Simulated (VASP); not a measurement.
Given:

```yaml
crystal:
  lattice:
    - [2.80591, 0.00000, 0.00000]
    - [0.00000, 2.80591, 0.00000]
    - [0.00000, 0.00000, 4.02747]
  atoms:
    - { symbol: Ti, position: [0.00000, 0.00000, 0.00000] }
    - { symbol: Al, position: [0.50000, 0.50000, 0.50000] }
```

Method: revTPSS meta-GGA, VASP's PBE PAW potentials (set 64) (plane waves; VASP). Numerical set-up: 520 eV cut-off, 14×14×10 Γ-centred mesh, tetrahedra with Blöchl corrections, potentials Ti_sv Al.

Q: Give the energies of bands 5 to 10 at the high-symmetry points, in eV from the Fermi level.

A: 
```tsv
band	Γ	X	M	Z	R	A
5	-9.17	-4.63	-3.28	-7.67	-5.00	-2.59
6	-1.93	-4.62	-0.50	-5.32	-3.02	-2.34
7	-0.92	-1.74	-0.50	-0.73	-1.21	-2.34
8	-0.34	-0.27	-0.49	0.69	-1.20	1.93
9	2.27	1.90	-0.22	1.90	1.45	2.24
10	2.27	2.66	-0.22	1.90	1.96	2.60
```

It has no gap at this level: it comes out as a metal or semimetal.

The compound is TiAl in the L1_0 structure. It was relaxed first. The electron count is odd and the run is not spin-polarised, which forces a metal.
